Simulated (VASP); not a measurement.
Input:

```xyz
3
Lattice="3.7306 0.0000 0.0000 -1.8653 3.2308 0.0000 0.0000 0.0000 5.3324" Properties=species:S:1:pos:R:3 pbc="T T T"
Co    -1.8653     3.2308     0.0000
Te     1.8653     1.0769     4.0279
Te     0.0000     2.1538     1.3044
```

Method: PBEsol GGA, VASP's PBE PAW potentials (set 64) (plane waves; VASP 6.6.1). Numerical set-up: 400 eV cut-off, 11×11×7 Γ-centred mesh, tetrahedra with Blöchl corrections, potentials Co Te.

The cores are frozen, which limits the accuracy of field gradients. Without a dispersion term in the relaxation, distances and binding between the weakly bound layers, chains or molecules are unreliable, and so is what depends on them.

Question: Give the principal components of the electric field gradient (V/Å²) and the asymmetry η at each nucleus.

Answer: 
```
atom    Vxx    Vyy   Vzz     η
----  -----  -----  ----  ----
Co1   -13.2  -13.2  26.4  0.00
Te2   -13.8  -13.8  27.6  0.00
Te3   -13.8  -13.8  27.6  0.00
```

The structure comes from a computed database's CoTe2 entry (P-3m1); how it stands against other phases isn't given here. It was relaxed first, which changed the volume by -7 %. The run is not spin-polarised, so no magnetic state was tried.
